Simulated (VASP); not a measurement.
Given:

```yaml
crystal:
  lattice:
    - [-1.65105, 1.65105, 5.75282]
    - [1.65105, -1.65105, 5.75282]
    - [1.65105, 1.65105, -5.75282]
  atoms:
    - { symbol: Hf, position: [0.66573, 0.66573, 0.00000] }
    - { symbol: Hf, position: [0.33427, 0.33427, 0.00000] }
    - { symbol: Hg, position: [0.00000, 0.00000, 0.00000] }
```

Method: LDA (Ceperley-Alder, Perdew-Zunger), VASP's LDA PAW potentials (set 64) (plane waves; VASP). Run with 300 eV cut-off, 10×10×10 Γ-centred mesh, Gaussian smearing of 0.050 eV, potentials Hf_pv Hg.

Question: Give the energies of bands 11 to 19 at the high-symmetry points, in eV from the Fermi level.

Answer: 
```tsv
band	Γ	X	P	N	M	S	R
11	-7.50	-6.67	-6.67	-7.40	-7.51	-7.41	-6.72
12	-7.23	-3.67	-3.67	-4.86	-7.23	-5.20	-3.75
13	-3.94	-2.83	-2.84	-4.33	-6.27	-3.77	-2.81
14	-2.28	-2.39	-2.14	-2.29	-1.76	-2.57	-2.32
15	-1.99	-1.67	-2.14	-1.33	-1.44	-0.97	-1.88
16	0.85	-0.92	-0.14	-0.44	0.55	-0.91	-0.97
17	1.72	0.57	-0.14	0.71	0.96	0.55	0.52
18	1.72	0.86	1.34	0.85	0.96	0.81	1.17
19	1.90	3.36	2.26	1.01	3.08	1.22	3.30
```

It has no gap at this level: it comes out as a metal or semimetal.

The structure comes from a computed database's Hf2Hg entry; how it stands against other phases isn't given here. The cell was not relaxed at this level.
